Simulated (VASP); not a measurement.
Here is the system:

```
CELL_PARAMETERS angstrom
      0.00000     3.49792     3.49792
      3.49792     0.00000     3.49792
      3.49792     3.49792     0.00000
ATOMIC_POSITIONS crystal
  Sr 0.00000 0.00000 0.00000
  Cl 0.25000 0.25000 0.25000
  Cl 0.75000 0.75000 0.75000
```

The numbers are results of r2SCAN meta-GGA with spin-orbit coupling, VASP's PBE PAW potentials (set 64) (plane waves; VASP 6.6.1), not measurements. Numerical set-up: 400 eV cut-off, 5×5×5 Γ-centred mesh, Gaussian smearing of 0.050 eV, potentials Sr_sv Cl.

Task: Estimate the energy per atom (σ→0), band gap (over mesh and band path) with the smallest direct gap where there is one.

Result: 
```yaml
band gap (over mesh and band path): 5.93 eV
smallest direct gap (over mesh and band path): 5.99 eV
energy per atom (σ→0): -11.923 eV/atom
```

Only differences to runs with the same potentials and settings are physical.

The compound is SrCl2 in the fluorite structure. It was relaxed first.
